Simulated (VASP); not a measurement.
Set up this calculation in VASP 6.6.1, as the native input.

- Task: single point
- Functional: PBE
- Potentials or basis: VASP PAW PBE potentials, release 64 (C, H)
- Cutoff: 520 eV
- k mesh: 1 × 1 × 1
- Occupations: fermi-dirac, width 0.02 eV
- Spin: no spin polarisation
- Dipole correction: no
- Further INCAR settings: LREAL = Auto; ALGO = Normal; EDIFF = 1e-06; NBANDS = 58

The structure of H4C lies in POSCAR:

```
H4C
1.0
    7.6834750000      0.0000000000      0.0000000000
    0.0000000000      7.6834750000      0.0000000000
    0.0000000000      0.0000000000      7.6834750000
C H
8 32
Direct
    0.1345094505      0.1913717426      0.3423841426
    0.1124361048      0.0200430144      0.8186139735
    0.8577368964      0.6436801057     -0.0476867563
    0.6535063887      0.3137512649      0.1838230748
    0.3698717052      0.7195832615      0.1248523617
    0.9292800458      0.7207155616      0.4573061017
    0.3111612910      0.5394564308      0.6260839008
    0.6028782550      0.0113490315      0.6226609705
    0.2274361536      0.2898428120      0.2980161971
    0.1519104312      0.1665001838      0.4815399282
    0.1481230823      0.1073602764      0.2342429695
    0.0047244248      0.2468934955      0.3200244681
    0.0970654554      0.0376001744      0.9643423061
    0.1361363185     -0.1202971312      0.8116249483
    0.2278786617      0.1018549550      0.7730226232
   -0.0049196490      0.0743543774      0.7487497519
    0.8196421541      0.7066073619      0.0745365866
    0.7364766593      0.5963057080     -0.0862760665
    0.9279134766      0.5208450603     -0.0372487709
    0.9009465118      0.7376870492     -0.1538366429
    0.6140711071      0.4477921774      0.1897969343
    0.7561682702      0.3068012846      0.2894133188
    0.7062169136      0.2829709214      0.0574349497
    0.5350443647      0.2281519755      0.2122086686
    0.4548592922      0.7995080351      0.0603633122
    0.3786828226      0.7300602917      0.2558347623
    0.4027344398      0.6079020235      0.0494958336
    0.2395400519      0.7726451898      0.1006315502
    1.0416120310      0.6788204556      0.3766004314
    0.9520822284      0.8625784557      0.4819043467
    0.9283299549      0.6473112752      0.5887700552
    0.8025925769      0.7013753543      0.3912162140
    0.2023433407      0.4401133602      0.5975941875
    0.2500431120      0.6642176880      0.5943274365
    0.4005609441      0.5059299340      0.5371397707
    0.3322975607      0.5279902648      0.7583808108
    0.6232075981      0.1551901971      0.6475325292
    0.5910086257     -0.0498862819      0.7628709666
    0.6966379145     -0.0508103430      0.5257126495
    0.4591412089      0.0231015263      0.5504670738
```

The cell was built by a generator and needn't be a form met in nature.

One way to write it, as run:

INCAR

```
PREC     = Accurate       # precision mode
ENCUT    = 520            # plane-wave cutoff, eV
EDIFF    = 1E-6           # SCF threshold, eV
ISMEAR   = -1             # smearing method
SIGMA    = 0.02           # smearing width, eV
LREAL    = Auto         
LASPH    = T              # aspherical terms in the spheres
NELM     = 100            # most SCF steps
ALGO     = Normal         # electronic algorithm
ISIF     = 2              # what is computed and relaxed
LWAVE    = F              # write WAVECAR
LCHARG   = T              # write CHGCAR
GGA      = PE             # functional
LELF     = T              # ELF
LVHAR    = T            
NBANDS   = 58             # bands
```

KPOINTS

```
Automatic mesh
0
Gamma
  1 1 1
```

Potentials or basis: VASP PAW PBE potentials, release 64 (C, H).

The run is started by

```sh
$ cat potpaw_PBE.64/C/POTCAR potpaw_PBE.64/H/POTCAR > POTCAR
$ mpirun -np 1 vasp_gam > vasp.out
```

It gave:

```yaml
Pressure: 0.2 GPa
Largest_force: 5.229 eV/Å
Band_gap_on_the_k_mesh: 6.76 eV, direct
```

Run time: 40 s on 1 thread of Intel(R) Xeon(R) Platinum 8559C (Emerald Rapids), on a shared host, peak memory 0.44 GiB.
